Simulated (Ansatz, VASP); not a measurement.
# Code comparison for Tl2Pd (C2/c, 6 atoms in the cell)

Self-consistent single point.

```yaml
crystal:
  lattice:
    - [4.44427, -3.39927, 0.00000]
    - [4.44427, 3.39927, 0.00000]
    - [-3.75125, 0.00000, 4.44635]
  atoms:
    - { symbol: Tl, position: [0.49999, 0.83217, 0.16644] }
    - { symbol: Tl, position: [0.50001, 0.16783, 0.83356] }
    - { symbol: Tl, position: [0.16783, 0.50001, 0.33356] }
    - { symbol: Tl, position: [0.83217, 0.49999, 0.66644] }
    - { symbol: Pd, position: [0.00080, 0.99920, 0.25000] }
    - { symbol: Pd, position: [0.99920, 0.00080, 0.75000] }
```

Shared settings, as Ansatz (a quantum-chemistry and plane-wave program) writes them: kpoints.mp_grid.grid = 3 3 4; magnetization.spin_orbit = true; scf.occupations.method = gaussian; scf.occupations.width = 0.01 Ry. Potentials and cutoffs stand in the table.

```csv
code,model,pressure (GPa),largest force (eV/Å),cutoff
VASP,"LDA (PZ), spin-orbit coupling, VASP's LDA PAW potentials (set 64)",-6.20,0.090,300 eV
Ansatz,"LDA (PW92) with spin-orbit coupling, PAW files made with PBE",-6.17,0.091,default
```

The spread over the programs that give each value: pressure within 0.03 GPa; largest force within 0.001 eV/Å.

Ansatz's pressure is given at a fixed set of plane waves, as the other plane-wave codes print theirs; with its correction for the finite basis it is -6.11 GPa. The same LDA comes in different parametrisations, which differ slightly.

The shared mesh is coarse (it stands for a supercell whose shortest vector is 17 Å), so the values are not converged in it.

VASP's run is marked for a possible Pulay error in its stress at this cutoff; no cutoff test was made.

The starting cell comes from a database of computed structures (which also holds hypothetical and non-ambient phases and stackings), without a prior relaxation at this level. Its lattice was rescaled by a random factor within 2.5 % of one.

Keys are those of Ansatz 0.2.
